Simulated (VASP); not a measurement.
VASP ran on this input.

KPOINTS:
```
kpoints
0
gamma
 14 14 14
0 0 0
```

INCAR:
```
SYSTEM = Pd
PREC = Accurate; ENCUT = 480; LREAL = .FALSE.
LASPH = .TRUE.
EDIFF = 1E-6; NELM = 100; ALGO = Normal
LMAXMIX = 4
ISMEAR = 1; SIGMA = 0.1
GGA = PE
IBRION = 2; NSW = 60; ISIF = 3
EDIFFG = -0.01
LWAVE = .FALSE.; LCHARG = .FALSE.
```

### POSCAR
```
Pd
1
    0.0000000000     1.9715613148     1.9715613148
    1.9715613148     0.0000000000     1.9715613148
    1.9715613148     1.9715613148     0.0000000000
Pd
1
Direct
  0.0000000000   0.0000000000   0.0000000000
```

POTCAR, in this order: Pd (PBE.64 set). Program: vasp_std.

Translate this PBE calculation to Quantum ESPRESSO's pw.x.

One equivalent input (not run):
```
&CONTROL
  calculation = 'vc-relax'
  pseudo_dir = './pseudo'
  outdir = './out'
  tprnfor = .true.
  tstress = .true.
  nstep = 60
  forc_conv_thr = 0.00039
/
&SYSTEM
  ibrav = 0
  nat = 1
  ntyp = 1
  ecutwfc = 82
  occupations = 'smearing'
  smearing = 'methfessel-paxton'
  degauss = 0.00735
  input_dft = 'pbe'
/
&ELECTRONS
  conv_thr = 7.3e-08
  electron_maxstep = 100
/
&IONS
/
&CELL
/
ATOMIC_SPECIES
  Pd 106.420 Pd.upf
CELL_PARAMETERS angstrom
     0.0000000    1.9715613    1.9715613
     1.9715613    0.0000000    1.9715613
     1.9715613    1.9715613    0.0000000
ATOMIC_POSITIONS crystal
  Pd   0.0000000  0.0000000  0.0000000
K_POINTS automatic
  14 14 14 0 0 0
```
Limits of the translation: the potentials are each code's own (VASP's PAW set, PseudoDojo norm-conserving files in pw.x), so ENCUT and ecutwfc are chosen apart and not converted; conv_thr bounds pw.x's estimated SCF error, while EDIFF bounds the energy change between steps; forc_conv_thr acts on force components and is met together with etot_conv_thr.

The compound is Pd in the fcc structure. It was relaxed first. The start is the result of an earlier pass.
